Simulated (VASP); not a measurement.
All values below come from PBEsol GGA, VASP's PBE PAW potentials (set 64) (plane waves; VASP 6.6.1).

VASP input:

**INCAR**
```
! general
SYSTEM   =  BeSe(110) slab
PREC     =  Normal
ENCUT    =  400
LREAL    =  .FALSE.
LASPH    =  .TRUE.

! electronic loop
EDIFF    =  1E-6
NELM     =  100
NELMIN   =  4
ALGO     =  Normal
LMAXMIX  =  4

! smearing
ISMEAR   =  0
SIGMA    =  0.05

! functional
GGA      =  PS

! output
LWAVE    =  .FALSE.
LCHARG   =  .FALSE.
LORBIT   =  11
LVHAR    =  .TRUE.

! other
LDIPOL   =  .TRUE.
IDIPOL   =  3
DIPOL    =  0.5 0.5 0.5
```

KPOINTS:
```
Automatic mesh
0
Gamma
4 6 1
0 0 0
```

File POSCAR:
```
BeSe(110) slab
1
    5.1340816312     0.0000000000     0.0000000000
    0.0000000000     3.6303440811     0.0000000000
    0.0000000000     0.0000000000    25.8737607391
Be Se
6 6
Direct
  0.9424751263   0.0000000000   0.6587004010
  0.5170703491   0.5000000000   0.6082185357
  0.0149332710   0.0000000000   0.5341377561
  0.5149332710   0.5000000000   0.4658622439
  0.0170703491   0.0000000000   0.3917814643
  0.4424751263   0.5000000000   0.3412995990
  0.2656706743   0.0000000000   0.6050471426
  0.7471374064   0.5000000000   0.6809718903
  0.2627131730   0.0000000000   0.4640217896
  0.7627131730   0.5000000000   0.5359782104
  0.2471374064   0.0000000000   0.3190281097
  0.7656706743   0.5000000000   0.3949528574
```

POTCAR, in this order: Be Se (PBE.64 set). Program: vasp_std. Read from the step before: WAVECAR.

**Question.** What will the output report for the number of irreducible k-points (NKPTS), largest plane-wave count, number of space-group operations, FFT grid (NGX, NGY, NGZ)?

**Answer.** 
| Property | Result |
|---|---|
| number of irreducible k-points (NKPTS) | 12 |
| largest plane-wave count | 8804 |
| number of space-group operations | 4 |
| FFT grid (NGX, NGY, NGZ) | 28 × 18 × 128 |

The cell is a thin slab with vacuum, built from BeSe (zinc blende): (110) face.
